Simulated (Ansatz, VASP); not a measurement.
# Sb2Se3 (Antimonselite) in two plane-wave programs, part 2 of 2

Wanted: the spread between two codes on one cell, functional and k mesh. The cell is taken from a series of runs on this material, whose earlier steps may have relaxed, scaled, displaced or heated it; both programs get it as it stands.

VASP 6.6.1 and Ansatz 0.2.0.

So far: Set-up; Ansatz: single point, LDA.

## (3) VASP: single point, LDA

Level of this step: LDA; plane waves and PAW (Sb, Se) (VASP).

The same cell, functional (in two slightly different forms) and mesh now go to VASP, with its own data sets.

Lines of VASP's logs that name or quote its potential files are left out, and so is its time.

File INCAR:

```
SYSTEM = Sb2Se3
PREC = Accurate
ENCUT = 500
EDIFF = 1E-06
NELM = 120
ISMEAR = 0
SIGMA = 0.01
LREAL = .FALSE.
ALGO = Normal
GGA = PW92
NBANDS = 76
LORBIT = 11
LWAVE = .FALSE.
LCHARG = .FALSE.
ISIF = 2
LASPH = .TRUE.
GGA_COMPAT = .FALSE.
EFERMI = MIDGAP
KPAR = 4
```

File POSCAR:

```
Sb2Se3
1.0
   11.7700000000      0.0000000000      0.0000000000
    0.0000000000      3.9620000000      0.0000000000
    0.0000000000      0.0000000000     11.6200000000
Sb Se
8 12
Direct
    0.0305000000      0.2500000000      0.3280000000
    0.9695000000      0.7500000000      0.6720000000
    0.4695000000      0.7500000000      0.8280000000
    0.5305000000      0.2500000000      0.1720000000
    0.1478000000      0.7500000000      0.0397000000
    0.8522000000      0.2500000000      0.9603000000
    0.3522000000      0.2500000000      0.5397000000
    0.6478000000      0.7500000000      0.4603000000
    0.0534000000      0.2500000000      0.8732000000
    0.9466000000      0.7500000000      0.1268000000
    0.4466000000      0.7500000000      0.3732000000
    0.5534000000      0.2500000000      0.6268000000
    0.1302000000      0.7500000000      0.4434000000
    0.8698000000      0.2500000000      0.5566000000
    0.3698000000      0.2500000000      0.9434000000
    0.6302000000      0.7500000000      0.0566000000
    0.2132000000      0.2500000000      0.1935000000
    0.7868000000      0.7500000000      0.8065000000
    0.2868000000      0.7500000000      0.6935000000
    0.7132000000      0.2500000000      0.3065000000
```

File KPOINTS:

```
Automatic mesh
0
Gamma
2 6 2
0 0 0
```

The projector-augmented-wave data sets are Sb and Se (LDA family, release 64).

Run with:

```sh
$ mpirun -np 4 vasp_std
```

Numbers of over 12 decimals in the logs are rounded to 6 here.

The program printed:

```text
[banner, memory and clock lines left out]
running    4 mpi-ranks, on    1 nodes
 distrk:  each k-point on    1 cores,    4 groups
 distr:  one band on    1 cores,    1 groups

 POSCAR found type information on POSCAR SbSe
 POSCAR found :  2 types and      20 ions
|                                                                             |
|               ----> ADVICE to this user running VASP <----                  |
|                                                                             |
|     You have a (more or less) 'large supercell' and for larger cells it     |
|     might be more efficient to use real-space projection operators.         |
|     Therefore, try LREAL= Auto in the INCAR file.                           |
|     Mind: For very accurate calculation, you might also keep the            |
|     reciprocal projection scheme (i.e. LREAL=.FALSE.).                      |
|                                                                             |

|                                                                             |
|               ----> ADVICE to this user running VASP <----                  |
|                                                                             |
|     You enforced a specific xc type in the INCAR file but a different       |
|     [... a line on the potential file left out ...]
|     I HOPE YOU KNOW WHAT YOU ARE DOING!                                     |
|                                                                             |

 LDA part: xc-table for (Slater(with rela. corr.)+PW92), standard interpolation
 POSCAR, INCAR and KPOINTS ok, starting setup
 FFT: planning ... GRIDC
 FFT: planning ... GRID_SOFT
 FFT: planning ... GRID
 WAVECAR not read
 entering main loop
       N       E                     dE             d eps       ncg     rms          rms(c)
DAV:   1     0.686782078394E+03    0.68678E+03   -0.40051E+04  2432   0.118E+03
DAV:   2    -0.131546717019E+02   -0.69994E+03   -0.66746E+03  2952   0.203E+02
DAV:   3    -0.933233091743E+02   -0.80169E+02   -0.78385E+02  2928   0.772E+01
DAV:   4    -0.954412757834E+02   -0.21180E+01   -0.20920E+01  2976   0.130E+01
DAV:   5    -0.954979165169E+02   -0.56641E-01   -0.56533E-01  3136   0.201E+00    0.130E+01
DAV:   6    -0.931972692154E+02    0.23006E+01   -0.38864E+00  2728   0.523E+00    0.875E+00
DAV:   7    -0.931130274239E+02    0.84242E-01   -0.13197E+00  2944   0.270E+00    0.249E+00
DAV:   8    -0.930835400774E+02    0.29487E-01   -0.84225E-02  2864   0.879E-01    0.111E+00
DAV:   9    -0.930803491078E+02    0.31910E-02   -0.19973E-02  2856   0.421E-01    0.208E-01
DAV:  10    -0.930802714833E+02    0.77624E-04   -0.11460E-03  2968   0.124E-01    0.945E-02
DAV:  11    -0.930802912036E+02   -0.19720E-04   -0.33051E-04  3040   0.482E-02    0.405E-02
DAV:  12    -0.930802941263E+02   -0.29227E-05   -0.38859E-05  3032   0.232E-02    0.152E-02
DAV:  13    -0.930802981727E+02   -0.40464E-05   -0.11408E-05  2776   0.106E-02    0.896E-03
DAV:  14    -0.930802979986E+02    0.17405E-06   -0.11273E-06  1652   0.329E-03
   1 F= -.93080298E+02 E0= -.93080298E+02  d E =0.000000E+00
```

OUTCAR, selected parts (step 3):

```text
ion  position               nearest neighbor table
   1  0.031  0.250  0.328-  17 2.66  13 2.66  13 2.66  10 3.22  10 3.22  14 3.26
   2  0.969  0.750  0.672-  18 2.66  14 2.66  14 2.66   9 3.22   9 3.22  13 3.26
   3  0.469  0.750  0.828-  19 2.66  15 2.66  15 2.66  12 3.22  12 3.22  16 3.26
   4  0.531  0.250  0.172-  20 2.66  16 2.66  16 2.66  11 3.22  11 3.22  15 3.26
   5  0.148  0.750  0.040-  10 2.58  17 2.78  17 2.78   9 2.98   9 2.98
   6  0.852  0.250  0.960-   9 2.58  18 2.78  18 2.78  10 2.98  10 2.98
   7  0.352  0.250  0.540-  12 2.58  19 2.78  19 2.78  11 2.98  11 2.98
   8  0.648  0.750  0.460-  11 2.58  20 2.78  20 2.78  12 2.98  12 2.98
   9  0.053  0.250  0.873-   6 2.58   5 2.98   5 2.98   2 3.22   2 3.22
  10  0.947  0.750  0.127-   5 2.58   6 2.98   6 2.98   1 3.22   1 3.22
  11  0.447  0.750  0.373-   8 2.58   7 2.98   7 2.98   4 3.22   4 3.22
  12  0.553  0.250  0.627-   7 2.58   8 2.98   8 2.98   3 3.22   3 3.22
  13  0.130  0.750  0.443-   1 2.66   1 2.66   2 3.26
  14  0.870  0.250  0.557-   2 2.66   2 2.66   1 3.26
  15  0.370  0.250  0.943-   3 2.66   3 2.66   4 3.26
  16  0.630  0.750  0.057-   4 2.66   4 2.66   3 3.26
  17  0.213  0.250  0.194-   1 2.66   5 2.78   5 2.78
  18  0.787  0.750  0.806-   2 2.66   6 2.78   6 2.78
  19  0.287  0.750  0.694-   3 2.66   7 2.78   7 2.78
  20  0.713  0.250  0.306-   4 2.66   8 2.78   8 2.78

  LATTYP: Found a simple orthorhombic cell.
 ALAT       =     3.9620000000
 B/A-ratio  =     2.9328621908
 C/A-ratio  =     2.9707218576

 Subroutine GETGRP returns: Found  8 space group operations
 (whereof  2 operations were pure point group operations)

The static configuration has the point symmetry S_2 .
 The point group associated with its full space group is D_2h.

 Found     16 irreducible k-points:

   k-points           NKPTS =     16   k-points in BZ     NKDIM =     16   number of bands    NBANDS=     76

   dimension x,y,z NGX =    90 NGY =   30 NGZ =   90
   dimension x,y,z NGXF=   180 NGYF=   60 NGZF=  180

   ENCUT  =  500.0 eV  36.75 Ry    6.06 a.u.  21.46  7.22 21.19*2*pi/ulx,y,z

   NELECT =     112.0000    total number of electrons

 k-points in reciprocal lattice and weights: Automatic mesh
   0.00000000  0.00000000  0.00000000       0.042
   0.50000000  0.00000000  0.00000000       0.042
   0.00000000  0.16666667  0.00000000       0.083
   0.50000000  0.16666667  0.00000000       0.083
   0.00000000  0.33333333  0.00000000       0.083
   0.50000000  0.33333333  0.00000000       0.083
   0.00000000  0.50000000  0.00000000       0.042
   0.50000000  0.50000000  0.00000000       0.042
   0.00000000  0.00000000  0.50000000       0.042
[...]
0.00000000  0.50000000  0.50000000       0.042
   0.50000000  0.50000000  0.50000000       0.042

 average (electrostatic) potential at core
       1 -89.2494       2 -89.2494       3 -89.2494       4 -89.2494       5 -89.1604
       6 -89.1604       7 -89.1604       8 -89.1604       9 -59.3661      10 -59.3661
      11 -59.3661      12 -59.3661      13 -59.4147      14 -59.4147      15 -59.4147
      16 -59.4147      17 -59.5256      18 -59.5256      19 -59.5256      20 -59.5256

 E-fermi :   5.0060

 k-point     1 :       0.0000    0.0000    0.0000
  band No.  band energies     occupation
    ...
     52       4.0534      2.00000
     53       4.2353      2.00000
     54       4.3733      2.00000
     55       4.4183      2.00000
     56       4.4622      2.00000
     57       5.5850      0.00000
     58       5.6637      0.00000
     59       5.8346      0.00000
     60       5.9291      0.00000
     61       6.3246      0.00000
    ...

 k-point     2 :       0.5000    0.0000    0.0000
  band No.  band energies     occupation
    ...
     52       4.1038      2.00000
     53       4.3187      2.00000
     54       4.3187      2.00000
     55       4.5445      2.00000
     56       4.5445      2.00000
     57       5.6296      0.00000
     58       5.6296      0.00000
     59       5.8792      0.00000
     60       5.8792      0.00000
     61       6.3285      0.00000
    ...

 k-point     3 :       0.0000    0.1667    0.0000
  band No.  band energies     occupation
    ...
     52       3.9645      2.00000
     53       4.2043      2.00000
     54       4.3468      2.00000
     55       4.3868      2.00000
     56       4.3912      2.00000
     57       5.7282      0.00000
     58       5.9144      0.00000
     59       6.2305      0.00000
     60       6.5128      0.00000
     61       6.6291      0.00000
    ...

  Total       -1.0219278     -2.5134632     -4.1535812      0.0000000     -0.0000000      0.0000000
  in kB       -3.0215774     -7.4316639    -12.2810704      0.0000000     -0.0000000      0.0000000
  external PRESSURE =      -7.5781039 kB  Pullay stress =       0.0000000 kB

  energy-cutoff  :      500.00
  volume of cell :      541.87
      direct lattice vectors                 reciprocal lattice vectors
    11.770000000  0.000000000  0.000000000     0.084961767  0.000000000  0.000000000
     0.000000000  3.962000000  0.000000000     0.000000000  0.252397779  0.000000000
     0.000000000  0.000000000 11.620000000     0.000000000  0.000000000  0.086058520

 POSITION                                       TOTAL-FORCE (eV/Angst)
 -----------------------------------------------------------------------------------
      0.35899      0.99050      3.81136        -0.250186      0.000000     -0.147006
     11.41101      2.97150      7.80864         0.250186      0.000000      0.147006
      5.52601      2.97150      9.62136         0.250186      0.000000     -0.147006
      6.24399      0.99050      1.99864        -0.250186     -0.000000      0.147006
      1.73961      2.97150      0.46131         0.096078      0.000000     -0.253312
     10.03039      0.99050     11.15869        -0.096078     -0.000000      0.253312
      4.14539      0.99050      6.27131        -0.096078     -0.000000     -0.253312
      7.62461      2.97150      5.34869         0.096078     -0.000000      0.253312
      0.62852      0.99050     10.14658         0.197537      0.000000     -0.198311
     11.14148      2.97150      1.47342        -0.197537     -0.000000      0.198311
      5.25648      2.97150      4.33658        -0.197537     -0.000000     -0.198311
      6.51352      0.99050      7.28342         0.197537     -0.000000      0.198311
      1.53245      2.97150      5.15231         0.104450     -0.000000      0.199245
     10.23755      0.99050      6.46769        -0.104450     -0.000000     -0.199245
      4.35255      0.99050     10.96231        -0.104450     -0.000000      0.199245
      7.41745      2.97150      0.65769         0.104450     -0.000000     -0.199245
      2.50936      0.99050      2.24847         0.115807      0.000000      0.034236
      9.26064      2.97150      9.37153        -0.115807     -0.000000     -0.034236
      3.37564      2.97150      8.05847        -0.115807     -0.000000      0.034236
      8.39436      0.99050      3.56153         0.115807     -0.000000     -0.034236
 -----------------------------------------------------------------------------------
    total drift:                               -0.000000     -0.000000     -0.000000

  FREE ENERGIE OF THE ION-ELECTRON SYSTEM (eV)
  ---------------------------------------------------
  free  energy   TOTEN  =       -93.0802979986 eV

  energy  without entropy=      -93.0802979986  energy(sigma->0) =      -93.08029800

 total charge
# of ion       s       p       d       tot
------------------------------------------
    1        1.294   0.968   0.065   2.326
    2        1.294   0.968   0.065   2.326
    3        1.294   0.968   0.065   2.326
    4        1.294   0.968   0.065   2.326
    5        1.296   0.966   0.069   2.331
    6        1.296   0.966   0.069   2.331
    7        1.296   0.966   0.069   2.331
    8        1.296   0.966   0.069   2.331
    9        1.488   2.292   0.031   3.811
   10        1.488   2.292   0.031   3.811
   11        1.488   2.292   0.031   3.811
   12        1.488   2.292   0.031   3.811
   13        1.488   2.292   0.028   3.808
   14        1.488   2.292   0.028   3.808
   15        1.488   2.292   0.028   3.808
   16        1.488   2.292   0.028   3.808
   17        1.493   2.283   0.031   3.807
   18        1.493   2.283   0.031   3.807
   19        1.493   2.283   0.031   3.807
   20        1.493   2.283   0.031   3.807
--------------------------------------------------
tot         28.234  35.204   0.894  64.332

[... 3 further parts left out ...]
```

The gap is read on the k-mesh alone, so it is an upper bound where the band edges lie off the mesh.

## (4) Comparison

Known differences besides the potentials themselves: fixed occupations in Ansatz, narrow Gaussian smearing in VASP; the data sets hold 312 valence electrons in Ansatz (on its default PAW (the set named soft_2) files) and 112 in VASP; the cutoff is 420 eV in Ansatz and 500 eV in VASP; VASP's log shows a relativistic correction to its local exchange, Ansatz's none. Total energies have different zeros and are not compared.

Both answers:

| quantity | Ansatz | VASP | difference |
| --- | --- | --- | --- |
| pressure (GPa) | -0.97 | -0.76 | -0.21 |
| gap on the k mesh (eV) | 0.944 | 0.923 | +0.021 |

Forces on 10 of the 20 atoms, those with the largest forces and the largest differences (eV/Å; atoms numbered as in POSCAR):

| atom | Ansatz x, y, z | VASP x, y, z |
| --- | --- | --- |
| Sb1 | -0.189, 0.000, -0.126 | -0.250, 0.000, -0.147 |
| Sb2 | 0.189, 0.000, 0.126 | 0.250, 0.000, 0.147 |
| Sb3 | 0.189, 0.000, -0.126 | 0.250, 0.000, -0.147 |
| Sb4 | -0.189, 0.000, 0.126 | -0.250, 0.000, 0.147 |
| Sb5 | 0.049, 0.000, -0.207 | 0.096, 0.000, -0.253 |
| Sb7 | -0.049, 0.000, -0.207 | -0.096, 0.000, -0.253 |
| Sb8 | 0.049, 0.000, 0.207 | 0.096, 0.000, 0.253 |
| Se10 | -0.152, 0.000, 0.172 | -0.198, 0.000, 0.198 |
| Se11 | -0.152, 0.000, -0.172 | -0.198, 0.000, -0.198 |
| Se12 | 0.152, 0.000, 0.172 | 0.198, 0.000, 0.198 |

The forces differ by 32 meV/Å r.m.s., which is 22.5 % of the r.m.s. force of 0.142 eV/Å (both taken over all components). A gap on the mesh is an upper bound, since the band edges may lie between its points.

## (5) Further runs

Further runs change the set-up of one program: Ansatz's method, potentials or start, or VASP's data sets, cutoff or form of LDA. The table gives Ansatz less VASP for each quantity, since a change that brings one quantity closer may part another.

| run | r.m.s. force difference (meV/Å) | pressure (GPa) | gap on the k mesh (eV) |
| --- | --- | --- | --- |
| as above | 32 | -0.21 | 0.021 |
| VASP with the data sets Sb and Se_sv_GW and a cutoff of 620 eV | 23 | 1.1 | 0.018 |

## (6) What came out

| Property | Result |
| --- | --- |
| r.m.s. force difference (single point, LDA) | 32 meV/Å |

What this shows: The r.m.s. force difference is 32 meV/Å (single point, LDA), beyond the 12 meV/Å picked in this series as the mark of a large difference. The data sets hold unlike numbers of valence electrons (312 in Ansatz and 112 in VASP), so part of the differences may come from the potentials. Single point, LDA, VASP with the data sets Sb and Se_sv_GW and a cutoff of 620 eV: r.m.s. force difference goes from 32 to 23 meV/Å; the difference in pressure goes from -0.21 to 1.1 GPa. How closely two codes agree says nothing of how well the functional describes the real material.

[Lines on the potential files, build, host, timing and source positions are cut from VASP's logs without a mark.]

[Logs are printed without paths, hosts, clocks, repeated set-up lines and the standing remarks that a program may print on its own settings, such as how far it seeks lower states.]

[Hosts, paths, dates, database ids (printed as entryN), source tags and the programs' standing remarks are cut or masked in the printed files.]
